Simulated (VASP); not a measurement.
Method: optB88-vdW, VASP's PBE PAW potentials (set 64) (plane waves; VASP).

The input files of a VASP run:

File POSCAR:
```
PtSe2
1.0
  1.8989204522  -3.2890269597   0.0000000000
  1.8989204522   3.2890269597   0.0000000000
  0.0000000000   0.0000000000   5.1161871542
Pt Se
1 2
Cart
  0.0000000000   0.0000000000   0.0000000000
  1.8989204522   1.0963445126   1.3089144568
  1.8989204522  -1.0963445126   3.8072726974
```

File KPOINTS:
```
Automatic mesh
0
Gamma
9 9 6
0 0 0
```

**INCAR**
```
! general
SYSTEM  =PtSe2
PREC    =Accurate
ENCUT   =520
LREAL   =.False.
LASPH   =.True.   ! aspherical one-centre terms

! electronic loop
EDIFF   =1E-7   ! SCF stop (eV)
NELM    =100   ! most electronic steps
ALGO    =Normal
LMAXMIX =6

! smearing
ISMEAR  =1
SIGMA   =0.1   ! width (eV)

! functional
GGA     =BO
LUSE_VDW=.True.
AGGAC   =0.0
PARAM1  =0.1833333333
PARAM2  =0.22

! ions
IBRION  =2
NSW     =30
ISIF    =4   ! ions and shape, fixed volume
EDIFFG  =-0.01   ! ionic stop

! output
LWAVE   =.False.
LCHARG  =.False.
```

POTCAR, in this order: Pt Se (PBE.64 set). Program: vasp_std.

What VASP printed:

**OSZICAR**
```
       N       E                     dE             d eps       ncg     rms          rms(c)
DAV:   1     0.122674257582E+03    0.12267E+03   -0.10151E+04  1892   0.128E+03
DAV:   2    -0.393202735573E+01   -0.12661E+03   -0.12370E+03  2399   0.236E+02
DAV:   3    -0.909576745424E+01   -0.51637E+01   -0.51383E+01  2322   0.508E+01
DAV:   4    -0.913635669173E+01   -0.40589E-01   -0.40584E-01  2259   0.497E+00
DAV:   5    -0.913641900068E+01   -0.62309E-04   -0.47894E-03  2343   0.507E-01    0.112E+01
DAV:   6    -0.862621142102E+01    0.51021E+00   -0.52616E+00  1895   0.228E+01    0.733E+00
DAV:   7    -0.838499145037E+01    0.24122E+00   -0.10414E+00  1909   0.110E+01    0.340E+00
DAV:   8    -0.837489405047E+01    0.10097E-01   -0.76086E-02  1986   0.195E+00    0.932E-01
DAV:   9    -0.837078614861E+01    0.41079E-02   -0.13191E-02  2028   0.126E+00    0.188E-01
DAV:  10    -0.837097935117E+01   -0.19320E-03   -0.15876E-03  2168   0.303E-01    0.391E-02
DAV:  11    -0.837098121560E+01   -0.18644E-05   -0.61163E-05  2238   0.816E-02    0.232E-02
DAV:  12    -0.837098002592E+01    0.11897E-05   -0.93362E-06  1993   0.267E-02    0.293E-03
DAV:  13    -0.837098037840E+01   -0.35248E-06   -0.53829E-07  2441   0.531E-03    0.148E-03
DAV:  14    -0.837098044136E+01   -0.62961E-07   -0.46192E-08  1112   0.222E-03
   1 F= -.83709804E+01 E0= -.83711534E+01  d E =-.837098E+01
```

File OUTCAR:
```
------------------------ aborting loop because EDIFF is reached ----------------------------------------
  FORCE on cell =-STRESS in cart. coord.  units (eV):
  Direction    XX          YY          ZZ          XY          YZ          ZX
  --------------------------------------------------------------------------------------
  Total       -0.0075168     -0.0075168      0.0106638      0.0000000      0.0000000     -0.0000000
  in kB       -0.1884493     -0.1884494      0.2673442      0.0000000      0.0000000     -0.0000000
  external PRESSURE =      -0.0365182 kB  Pullay stress =       0.0000000 kB
  volume of cell :       63.91
      direct lattice vectors                 reciprocal lattice vectors
     1.898920452 -3.289026960  0.000000000     0.263307502 -0.152020645  0.000000000
     1.898920452  3.289026960  0.000000000     0.263307502  0.152020645  0.000000000
     0.000000000  0.000000000  5.116187154     0.000000000  0.000000000  0.195458057
 POSITION                                       TOTAL-FORCE (eV/Angst)
 -----------------------------------------------------------------------------------
      0.00000      0.00000      0.00000        -0.000000      0.000000      0.000000
      1.89892      1.09634      1.30891        -0.000000     -0.000000      0.000922
      1.89892     -1.09634      3.80727         0.000000      0.000000     -0.000922
 -----------------------------------------------------------------------------------
    total drift:                                0.000000     -0.000000      0.000000
  FREE ENERGIE OF THE ION-ELECTRON SYSTEM (eV)
  ---------------------------------------------------
  free  energy   TOTEN  =        -8.3709804414 eV

  energy  without entropy=       -8.3714994467  energy(sigma->0) =       -8.37115344

 reached required accuracy - stopping structural energy minimisation
```
(Selected blocks of OUTCAR.)

The compound is PtSe2 in the 1T layered structure. It was relaxed first.
